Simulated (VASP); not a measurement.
Input:

```
Al3GaN4
1.0
    5.07788     0.00000    -0.00009
    0.00000     3.15034     0.00000
   -0.00347     0.00000     5.45354
Al Ga N
3 1 4
Cartesian
  2.53889   1.57517   0.91259
  0.00153   1.57517   4.55406
  0.00376   0.00000   1.80790
  2.53477   0.00000   3.63308
  0.55619   0.00000   3.63368
  0.62209   1.57517   0.91197
  3.17528   1.57517   4.58830
  3.16501   0.00000   1.77347
```

Computed with modified Becke-Johnson potential (mBJ), VASP's PBE PAW potentials (set 64) (plane waves; VASP). Numerical set-up: 500 eV cut-off, 4×6×4 Γ-centred mesh, Gaussian smearing of 0.050 eV, potentials Al Ga_d N.

mBJ is a potential without an energy functional, so only the levels count.

### Question
Give the energies of bands 12 to 25 at the high-symmetry points, in eV from the valence-band maximum.

### Answer

```csv
band,Γ,Z,D,B,A,E,C2,Y2
12,-4.12,-4.13,-4.24,-3.44,-3.70,-5.28,-4.69,-3.42
13,-3.31,-4.04,-4.00,-3.21,-3.60,-5.16,-4.61,-3.00
14,-2.18,-3.42,-3.32,-2.58,-1.81,-1.67,-2.87,-1.62
15,-1.72,-3.36,-3.26,-2.16,-1.68,-1.65,-2.86,-1.59
16,-1.04,-3.00,-2.17,-1.73,-1.56,-1.57,-2.76,-1.52
17,-0.94,-2.77,-2.13,-1.55,-1.29,-1.54,-2.71,-1.25
18,-0.79,-1.81,-1.71,-0.67,-1.26,-1.54,-1.26,-0.77
19,-0.12,-1.71,-1.70,-0.63,-1.23,-1.45,-1.23,-0.77
20,-0.07,-1.49,-0.86,-0.40,-1.21,-1.27,-1.19,-0.30
21,0.00,-1.45,-0.65,-0.17,-0.58,-1.06,-0.76,-0.22
22,4.48,7.12,6.66,6.45,7.00,6.08,7.42,6.13
23,6.87,7.20,6.99,6.80,7.34,6.38,7.67,6.49
24,7.14,8.77,7.07,8.24,7.54,6.47,7.79,6.75
25,7.21,8.82,7.27,8.59,7.62,6.53,7.80,7.04
```

The gap is direct, 4.48 eV, from the valence maximum at Γ to the conduction minimum at Γ.

The structure comes from a computed database's Al3GaN4 entry (Pm); how it stands against other phases isn't given here. It was relaxed first. The cell's shape comes from a PBE relaxation.
